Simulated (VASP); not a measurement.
The input files of a VASP run:

**INCAR**
```
SYSTEM=GaP
PREC=Accurate; ENCUT=500; LREAL=.False.
LASPH=.True.
EDIFF=1E-6; NELM=100; ALGO=Normal
LMAXMIX=4
ISMEAR=0; SIGMA=0.05
GGA=PE
IBRION=2; NSW=40; ISIF=3
EDIFFG=-0.02; PSTRESS=100
LWAVE=.False.; LCHARG=.False.
```

File KPOINTS:
```
Automatic mesh
0
Gamma
8 8 8
0 0 0
```

### POSCAR
```
GaP
1.0
  0.0000000000   2.7008936847   2.7008936847
  2.7008936847   0.0000000000   2.7008936847
  2.7008936847   2.7008936847   0.0000000000
Ga P
1 1
Direct
  0.0000000000   0.0000000000   0.0000000000
  0.2500000000   0.2500000000   0.2500000000
```

POTCAR, in this order: Ga_d P (PBE.64 set). Program: vasp_std.

Translate this PBE calculation to Ansatz.

One equivalent input (not run):
Ansatz 0.2 input:
```yaml
crystal:
  lattice:
    - [0.0000000, 2.7008937, 2.7008937]
    - [2.7008937, 0.0000000, 2.7008937]
    - [2.7008937, 2.7008937, 0.0000000]
  atoms:
    - { symbol: Ga, position: [0.0000000, 0.0000000, 0.0000000] }
    - { symbol: P, position: [0.2500000, 0.2500000, 0.2500000] }
kpoints:
  mp_grid: { grid: [8, 8, 8] }
hamiltonian:
  xc: pbe
  pseudopotentials: { kind: paw }
scf:
  occupations: { method: gaussian, width: 0.05 }
  max_iter: 100
relax:
  max_steps: 40
  f_tol: 0.02
  cell: { p_target: 10 }
output: { forces: true, stress: true, eigenvalues: true }
```
What does not carry over: each code has its own PAW files, so the cut-off isn't converted (ENCUT is set for VASP's; basis.ecutwfc is left out, and Ansatz then takes the one that its files recommend); Ansatz stops its SCF on the density residual and VASP on the energy change (EDIFF).

The compound is GaP in the zinc blende structure. This run relaxes it under an external pressure of 10 GPa. Symmetry was kept, so distortions that lower it aren't found.
